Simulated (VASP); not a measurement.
All values below come from PBE GGA, VASP's PBE PAW potentials (set 64) (plane waves; VASP).

The input files of a VASP run:

File KPOINTS:
```
Regular mesh
0
gamma
  8 8 8
```

POSCAR:
```
ZrH2
1.0
  1.5376690000   0.8877730000   5.9536240000
 -1.5376690000   0.8877730000   5.9536240000
  0.0000000000  -1.7755470000   5.9536240000
Zr H
1 2
Cart
  0.0000000000   0.0000000000   0.0000000000
 -0.0000000000  -0.0000007523  13.4367340056
  0.0000000000  -0.0000005810  10.3771666320
```

### INCAR
```
SYSTEM = ZrH2
PREC = Accurate
ENCUT = 300
EDIFF = 1E-6
NELM = 100
ALGO = Normal
LREAL = .FALSE.
LASPH = .TRUE.
ISMEAR = -1
SIGMA = 0.1
GGA = PE
LMAXMIX = 4
LWAVE = .FALSE.
LCHARG = .FALSE.
ISIF = 2
```

POTCAR, in this order: Zr_sv H (PBE.64 set). Program: vasp_std.

What VASP printed:

File OUTCAR:
```
 ion  position               nearest neighbor table
   1  0.000  0.000  0.000-   2 2.34   2 2.34   2 2.34   3 2.34   3 2.34   3 2.34
   2  0.752  0.752  0.752-   1 2.34   1 2.34   1 2.34
   3  0.581  0.581  0.581-   1 2.34   1 2.34   1 2.34
  LATTYP: Found a trigonal (rhomboedric) cell.
 ALAT       =     6.2127454146
 COS(alpha) =     0.8774851878
 Subroutine PRICEL returns:
 Original cell was already a primitive cell.
 Subroutine GETGRP returns: Found  6 space group operations
The static configuration has the point symmetry C_3v.
The dynamic configuration has the point symmetry C_3v.
 Subroutine INISYM returns: Found  6 space group operations
 Subroutine IBZKPT returns following result:
 Found     65 irreducible k-points:

 Following reciprocal coordinates:
            Coordinates               Weight
  0.000000  0.000000  0.000000      1.000000
  0.125000  0.000000  0.000000      6.000000
  0.250000  0.000000  0.000000      6.000000
  0.375000  0.000000  0.000000      6.000000
  0.500000  0.000000  0.000000      3.000000
  0.125000  0.125000  0.000000      6.000000
  0.250000  0.125000  0.000000     12.000000
  0.375000  0.125000  0.000000     12.000000
  0.500000  0.125000 -0.000000     12.000000
 -0.375000  0.125000  0.000000     12.000000
 -0.250000  0.125000  0.000000     12.000000
 -0.125000  0.125000  0.000000      6.000000
  0.250000  0.250000  0.000000      6.000000
  0.375000  0.250000 -0.000000     12.000000
  0.500000  0.250000  0.000000     12.000000
 -0.375000  0.250000  0.000000     12.000000
 -0.250000  0.250000  0.000000      6.000000
  0.375000  0.375000  0.000000      6.000000
  0.500000  0.375000  0.000000     12.000000
 -0.375000  0.375000  0.000000      6.000000
  0.500000  0.500000  0.000000      3.000000
  0.125000  0.125000  0.125000      2.000000
  0.250000  0.125000  0.125000      6.000000
  0.375000  0.125000  0.125000      6.000000
  0.500000  0.125000  0.125000      6.000000
 -0.375000  0.125000  0.125000      6.000000
 -0.250000  0.125000  0.125000      6.000000
 -0.125000  0.125000  0.125000      6.000000
  0.250000  0.250000  0.125000      6.000000
  0.375000  0.250000  0.125000     12.000000
  0.500000  0.250000  0.125000     12.000000
 -0.375000  0.250000  0.125000     12.000000
 -0.250000  0.250000  0.125000     12.000000
 -0.125000  0.250000  0.125000     12.000000
  0.375000  0.375000  0.125000      6.000000
  0.500000  0.375000  0.125000     12.000000
 -0.375000  0.375000  0.125000     12.000000
 -0.250000  0.375000  0.125000     12.000000
 -0.125000  0.375000  0.125000     12.000000
  0.500000  0.500000  0.125000      6.000000
   k-points           NKPTS =     65   k-points in BZ     NKDIM =     65   number of bands    NBANDS=     11
   number of dos      NEDOS =    301   number of ions     NIONS =      3
   total plane-waves  NPLWV =  46656
   dimension x,y,z NGX =    36 NGY =   36 NGZ =   36
   dimension x,y,z NGXF=    72 NGYF=   72 NGZF=   72
   ions per type =               1   2
   PREC   = accura    normal or accurate (medium, high low for compatibility)
   ISTART =      0    job   : 0-new  1-cont  2-samecut
   ICHARG =      2    charge: 1-file 2-atom 10-const
   ISPIN  =      1    spin polarized calculation?
   LNONCOLLINEAR =      F non collinear calculations
   LSORBIT =      F    spin-orbit coupling
   INIWAV =      1    electr: 0-lowe 1-rand  2-diag
   ENCUT  =  300.0 eV  22.05 Ry    4.70 a.u.   8.77  8.77  8.77*2*pi/ulx,y,z
   NELM   =    100;   NELMIN=  2; NELMDL= -5     # of ELM steps
   EDIFF  = 0.1E-05   stopping-criterion for ELM
   LREAL  =      F    real-space projection
...
```

**OSZICAR**
```
       N       E                     dE             d eps       ncg     rms          rms(c)
DAV:   1     0.569895758189E+02    0.56990E+02   -0.55499E+03  1550   0.788E+02
DAV:   2    -0.128731455889E+02   -0.69863E+02   -0.67551E+02  1652   0.221E+02
DAV:   3    -0.159342089754E+02   -0.30611E+01   -0.29890E+01  2153   0.398E+01
DAV:   4    -0.160443026039E+02   -0.11009E+00   -0.10971E+00  1826   0.742E+00
DAV:   5    -0.160476689635E+02   -0.33664E-02   -0.33658E-02  2136   0.107E+00    0.109E+01
DAV:   6    -0.151368796252E+02    0.91079E+00   -0.14266E+00  1580   0.983E+00    0.421E+00
DAV:   7    -0.149749608942E+02    0.16192E+00   -0.55377E-01  1849   0.568E+00    0.923E-01
DAV:   8    -0.149651289386E+02    0.98320E-02   -0.67175E-02  1696   0.190E+00    0.237E-01
DAV:   9    -0.149654994455E+02   -0.37051E-03   -0.28778E-03  1797   0.440E-01    0.114E-01
DAV:  10    -0.149660199503E+02   -0.52050E-03   -0.72228E-04  1546   0.220E-01    0.402E-02
DAV:  11    -0.149661129454E+02   -0.92995E-04   -0.11775E-04  1603   0.774E-02    0.212E-02
DAV:  12    -0.149661341405E+02   -0.21195E-04   -0.47539E-05  1765   0.559E-02    0.393E-03
DAV:  13    -0.149661347755E+02   -0.63502E-06   -0.11216E-06  1501   0.789E-03
   1 F= -.14966135E+02 E0= -.14948627E+02  d E =-.350163E-01
```

OUTCAR:
```
------------------------ aborting loop because EDIFF is reached ----------------------------------------
  FORCE on cell =-STRESS in cart. coord.  units (eV):
  Direction    XX          YY          ZZ          XY          YZ          ZX
  --------------------------------------------------------------------------------------
  Total       -1.7758187     -1.7758176     -3.7881870      0.0000000      0.0000002      0.0000000
  in kB      -58.3460694    -58.3460329   -124.4641819      0.0000000      0.0000070      0.0000000
  external PRESSURE =     -80.3854281 kB  Pullay stress =       0.0000000 kB
  volume of cell :       48.76
      direct lattice vectors                 reciprocal lattice vectors
     1.537669000  0.887773000  5.953624000     0.325167510  0.187735608  0.055988318
    -1.537669000  0.887773000  5.953624000    -0.325167510  0.187735608  0.055988318
     0.000000000 -1.775547000  5.953624000     0.000000000 -0.375471216  0.055988287
 POSITION                                       TOTAL-FORCE (eV/Angst)
 -----------------------------------------------------------------------------------
      0.00000      0.00000      0.00000         0.000000      0.000000     -0.003867
      0.00000     -0.00000     13.43673         0.000000      0.000000     -1.093842
      0.00000     -0.00000     10.37717         0.000000     -0.000000      1.097709
 -----------------------------------------------------------------------------------
    total drift:                               -0.000000     -0.000002     -0.000014
  FREE ENERGIE OF THE ION-ELECTRON SYSTEM (eV)
  ---------------------------------------------------
  free  energy   TOTEN  =       -14.9661347755 eV

  energy  without entropy=      -14.9311184973  energy(sigma->0) =      -14.94862664
```
(Selected blocks of OUTCAR.)

At this cut-off the stress carries a Pulay error, which pulls relaxed volumes low.

The structure was generated: ZrH2 was put into an ordered model structure, which need not be its known phase. The cell was not relaxed at this level.
